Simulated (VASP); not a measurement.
Level of theory: PBEsol GGA, VASP's PBE PAW potentials (set 64) (plane waves; VASP).

The input files of a VASP run:

POSCAR:
```
HfO2
1.0
  0.0000000000   2.5105109237   2.5105109237
  2.5105109237   0.0000000000   2.5105109237
  2.5105109237   2.5105109237   0.0000000000
Hf O
1 2
direct
  0.0000000000   0.0000000000   0.0000000000
  0.2500000000   0.2500000000   0.2500000000
  0.7500000000   0.7500000000   0.7500000000
```

KPOINTS:
```
Regular mesh
0
G
 8 8 8
0 0 0
```

**INCAR**
```
! general
SYSTEM  = HfO2
PREC    = Accurate
ENCUT   = 520
LREAL   = .FALSE.
LASPH   = .TRUE.

! electronic loop
EDIFF   = 1E-6
NELM    = 100
ALGO    = Normal
LMAXMIX = 6

! smearing
ISMEAR  = 0
SIGMA   = 0.05

! functional
GGA     = PS

! ions
IBRION  = 2
NSW     = 60
ISIF    = 3
EDIFFG  = -0.01

! output
LWAVE   = .FALSE.
LCHARG  = .FALSE.
```

POTCAR, in this order: Hf_pv O (PBE.64 set). Program: vasp_std.

The resulting files:

**OUTCAR**
```
 ion  position               nearest neighbor table
   1  0.000  0.000  0.000-   3 2.17   3 2.17   3 2.17   2 2.17   3 2.17   2 2.17   2 2.17   2 2.17
  LATTYP: Found a face centered cubic cell.
 ALAT       =     5.0210218474
 Subroutine PRICEL returns:
 Original cell was already a primitive cell.
 Subroutine GETGRP returns: Found 48 space group operations
The static configuration has the point symmetry O_h .
The dynamic configuration has the point symmetry O_h .
 Subroutine INISYM returns: Found 48 space group operations
 Subroutine IBZKPT returns following result:
 Found     29 irreducible k-points:

 Following reciprocal coordinates:
            Coordinates               Weight
  0.000000  0.000000  0.000000      1.000000
  0.125000  0.000000  0.000000      8.000000
  0.250000  0.000000  0.000000      8.000000
  0.375000  0.000000  0.000000      8.000000
  0.500000  0.000000  0.000000      4.000000
  0.125000  0.125000  0.000000      6.000000
  0.250000  0.125000  0.000000     24.000000
  0.375000  0.125000  0.000000     24.000000
  0.500000  0.125000  0.000000     24.000000
 -0.375000  0.125000  0.000000     24.000000
 -0.250000  0.125000  0.000000     24.000000
 -0.125000  0.125000  0.000000     12.000000
  0.250000  0.250000  0.000000      6.000000
  0.375000  0.250000  0.000000     24.000000
  0.500000  0.250000  0.000000     24.000000
 -0.375000  0.250000  0.000000     24.000000
 -0.250000  0.250000  0.000000     12.000000
  0.375000  0.375000  0.000000      6.000000
  0.500000  0.375000  0.000000     24.000000
 -0.375000  0.375000  0.000000     12.000000
  0.500000  0.500000  0.000000      3.000000
  0.375000  0.250000  0.125000     24.000000
  0.500000  0.250000  0.125000     48.000000
 -0.375000  0.250000  0.125000     24.000000
  0.500000  0.375000  0.125000     24.000000
 -0.375000  0.375000  0.125000     48.000000
 -0.250000  0.375000  0.125000     24.000000
 -0.375000  0.500000  0.125000     12.000000
 -0.250000  0.500000  0.250000      6.000000
   k-points           NKPTS =     29   k-points in BZ     NKDIM =     29   number of bands    NBANDS=     15
   number of dos      NEDOS =    301   number of ions     NIONS =      3
   total plane-waves  NPLWV =  21952
   dimension x,y,z NGX =    28 NGY =   28 NGZ =   28
   dimension x,y,z NGXF=    56 NGYF=   56 NGZF=   56
   ions per type =               1   2
   PREC   = accura    normal or accurate (medium, high low for compatibility)
   ISTART =      0    job   : 0-new  1-cont  2-samecut
   ICHARG =      2    charge: 1-file 2-atom 10-const
   ISPIN  =      1    spin polarized calculation?
   LNONCOLLINEAR =      F non collinear calculations
   LSORBIT =      F    spin-orbit coupling
   INIWAV =      1    electr: 0-lowe 1-rand  2-diag
   ENCUT  =  520.0 eV  38.22 Ry    6.18 a.u.   6.60  6.60  6.60*2*pi/ulx,y,z
   NELM   =    100;   NELMIN=  2; NELMDL= -5     # of ELM steps
   EDIFF  = 0.1E-05   stopping-criterion for ELM
   LREAL  =      F    real-space projection
   NLSPLINE    = F    spline interpolate recip. space projectors
   LMAXMIX     =    6 max onsite mixed and CHGCAR
   VOSKOWN=      0    Vosko Wilk Nusair interpolation
   EDIFFG = -.1E-01   stopping-criterion for IOM
   NSW    =     60    number of steps for IOM
   NBLOCK =      1;   KBLOCK =     60    inner block; outer block
   IBRION =      2    ionic relax: 0-MD 1-quasi-New 2-CG
   NFREE  =      1    steps in history (QN), initial steepest desc. (CG)
   ISIF   =      3    stress and relaxation
   ISYM   =      2    0-nonsym 1-usesym 2-fastsym
   TEIN   =    0.0    initial temperature
   TEBEG  =    0.0;   TEEND  =   0.0 temperature during run
   SMASS  =  -3.00    Nose mass-parameter (am)
   PSTRESS=    0.0 pullay stress
...
```

**OSZICAR**
```
       N       E                     dE             d eps       ncg     rms          rms(c)
DAV:   1     0.100328629388E+03    0.10033E+03   -0.13043E+04   870   0.145E+03
DAV:   2    -0.329653213333E+02   -0.13329E+03   -0.12960E+03  1115   0.320E+02
DAV:   3    -0.368299466145E+02   -0.38646E+01   -0.38611E+01  1143   0.544E+01
DAV:   4    -0.368491925568E+02   -0.19246E-01   -0.19245E-01  1073   0.416E+00
DAV:   5    -0.368493545839E+02   -0.16203E-03   -0.16202E-03  1150   0.342E-01    0.526E+01
DAV:   6    -0.318011602203E+02    0.50482E+01   -0.26472E+01   961   0.367E+01    0.453E+01
DAV:   7    -0.316808257008E+02    0.12033E+00   -0.71858E-01  1073   0.807E+00    0.291E+01
DAV:   8    -0.316461421978E+02    0.34684E-01   -0.17811E-01  1094   0.447E+00    0.520E+00
DAV:   9    -0.316371980369E+02    0.89442E-02   -0.33305E-02  1073   0.169E+00    0.180E+00
DAV:  10    -0.316369900777E+02    0.20796E-03   -0.36625E-03  1136   0.481E-01    0.270E-01
DAV:  11    -0.316369700370E+02    0.20041E-04   -0.22199E-04  1003   0.128E-01    0.177E-01
DAV:  12    -0.316369714727E+02   -0.14356E-05   -0.21216E-05  1137   0.368E-02    0.185E-02
DAV:  13    -0.316369717093E+02   -0.23667E-06   -0.15660E-06   855   0.104E-02
   1 F= -.31636972E+02 E0= -.31636972E+02  d E =-.316370E+02
```

### OUTCAR
```
------------------------ aborting loop because EDIFF is reached ----------------------------------------
  FORCE on cell =-STRESS in cart. coord.  units (eV):
  Direction    XX          YY          ZZ          XY          YZ          ZX
  --------------------------------------------------------------------------------------
  Total       -0.0257527     -0.0257527     -0.0257527      0.0000000     -0.0000000      0.0000000
  in kB       -1.3038168     -1.3038168     -1.3038168      0.0000000     -0.0000000      0.0000000
  external PRESSURE =      -1.3038168 kB  Pullay stress =       0.0000000 kB
  volume of cell :       31.65
      direct lattice vectors                 reciprocal lattice vectors
     0.000000000  2.510510924  2.510510924    -0.199162647  0.199162647  0.199162647
     2.510510924  0.000000000  2.510510924     0.199162647 -0.199162647  0.199162647
     2.510510924  2.510510924  0.000000000     0.199162647  0.199162647 -0.199162647
 POSITION                                       TOTAL-FORCE (eV/Angst)
 -----------------------------------------------------------------------------------
      0.00000      0.00000      0.00000         0.000000      0.000000     -0.000000
      1.25526      1.25526      1.25526        -0.000000      0.000000      0.000000
      3.76577      3.76577      3.76577        -0.000000     -0.000000     -0.000000
 -----------------------------------------------------------------------------------
    total drift:                                0.000000      0.000000      0.000000
  FREE ENERGIE OF THE ION-ELECTRON SYSTEM (eV)
  ---------------------------------------------------
  free  energy   TOTEN  =       -31.6369717093 eV

  energy  without entropy=      -31.6369717093  energy(sigma->0) =      -31.63697171

 reached required accuracy - stopping structural energy minimisation
```
(Selected blocks of OUTCAR.)

The compound is HfO2 in the fluorite structure, the high-temperature cubic form, which is unstable at 0 K; the monoclinic form is the stable one. It was relaxed first. The start is the result of an earlier pass.
